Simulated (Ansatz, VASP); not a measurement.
# FeBiSe3 in VASP and in Ansatz

The input INCAR:

```
SYSTEM = FeBiSe3
PREC     = Accurate       ! precision mode
ENCUT    = 520            ! plane-wave cutoff, eV
EDIFF    = 1E-7           ! SCF threshold, eV
ISMEAR   = 0              ! smearing method
SIGMA    = 0.1            ! smearing width, eV
LREAL    = .FALSE.        ! projectors in reciprocal space
LASPH    = .TRUE.         ! aspherical terms in the spheres
NELM     = 150            ! most SCF steps
ALGO     = Normal         ! electronic algorithm
ISIF     = 2              ! what is computed and relaxed
LWAVE    = .FALSE.        ! write WAVECAR
LCHARG   = .FALSE.        ! write CHGCAR
ISPIN    = 2              ! spin polarisation
MAGMOM   = 4 0 0 0 0      ! initial moments
LORBIT   = 11             ! projections on sites
LMAXMIX  = 4              ! l up to which the mixer works
GGA      = PE             ! functional
NBANDS   = 32             ! bands
```

File KPOINTS:

```
Automatic mesh
0
G
  4 4 4
  0 0 0
```

Contents of POSCAR:

```
FeBiSe3
1.0
    4.9519551600      0.0000000000      0.0000000000
    0.0000000000      4.9519551600      0.0000000000
    0.0000000000      0.0000000000      4.9519551600
Fe Bi Se
1 1 3
Direct
    0.0000000000      0.0000000000      0.0000000000
    0.5000000000      0.5000000000      0.5000000000
    0.5000000000      0.0000000000      0.0000000000
    0.0000000000      0.5000000000      0.0000000000
    0.0000000000      0.0000000000      0.5000000000
```

Input for Ansatz:

```yaml
crystal:
  lattice:
    - [4.95195516, 0.0, 0.0]
    - [0.0, 4.95195516, 0.0]
    - [0.0, 0.0, 4.95195516]
  atoms:
    - { symbol: Fe, position: [0.0, 0.0, 0.0], spin: 4.0 }
    - { symbol: Bi, position: [0.5, 0.5, 0.5] }
    - { symbol: Se, position: [0.5, 0.0, 0.0] }
    - { symbol: Se, position: [0.0, 0.5, 0.0] }
    - { symbol: Se, position: [0.0, 0.0, 0.5] }
basis:
  ecutwfc: 420
kpoints:
  mp_grid: { grid: [4, 4, 4] }
hamiltonian:
  xc: pbe
scf:
  occupations: { method: gaussian, width: 0.1 }
  lower_state_search: "off"
output:
  forces: true
  stress: true
  eigenvalues: true
  populations: true
magnetization:
  spin_polarized: true
```

Alike in both runs: task single point; functional PBE; k mesh 4 × 4 × 4; occupations gaussian, width 0.1 eV; collinear spin.

|  | VASP | Ansatz |
| --- | --- | --- |
| version | VASP 6.6.1 | Ansatz 0.2.0 |
| potentials or method | VASP PAW PBE potentials, release 64 (Fe, Bi_d, Se) | scalar-relativistic, plane waves, PAW |
| plane-wave cutoff (eV) | 520 | 420 |
| valence electrons in the cell | 41 | 79 |

|  | VASP | Ansatz | Ansatz less VASP |
| --- | --- | --- | --- |
| gap on the k mesh at the Fermi level (eV) | none | none | - |
| pressure (GPa) | -5.3 | -5.4 | -0.03 |
| net moment per atom (μB) | 0.51 | 0.51 | 0.000 |
| size of the moment on the site where the two differ most (μB) | 0.07 | 0.09 | +0.021 |

Site moments also hang on the region over which each program counts them. A gap of «none» marks a metal or a gap that the smearing closes. The two sets of potentials don't hold the same shells in valence.

Caveats: spin-orbit coupling is left out, which moves the levels of the heavy elements; a cell with one magnetic atom can't hold antiferromagnetic order, which such compounds often take.
